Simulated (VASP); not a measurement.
Here is the system:

```xyz
4
Lattice="4.0507 0.0000 0.0000 0.0000 4.0507 0.0000 0.0000 0.0000 4.0507" Properties=species:S:1:pos:R:3 pbc="T T T"
Sc     0.0000     0.0000     0.0000
Al     0.0000     2.0253     2.0253
Al     2.0253     0.0000     2.0253
Al     2.0253     2.0253     0.0000
```

Level of theory: RPBE GGA, VASP's PBE PAW potentials (set 64) (plane waves; VASP). Numerical set-up: 520 eV cut-off, 8×8×8 Γ-centred mesh, first-order Methfessel-Paxton smearing of 0.10 eV, potentials Sc_sv Al.

Question: Give the stress tensor in GPa (positive for a compressed cell).

Answer: 
```
5.94  0.00  0.00
0.00  5.94  0.00
0.00  0.00  5.94
```
The pressure is its mean diagonal, 5.94 GPa.

The compound is Al3Sc in the L1_2 structure. This cell is one point of a volume scan, at 0.94 of the reference volume.
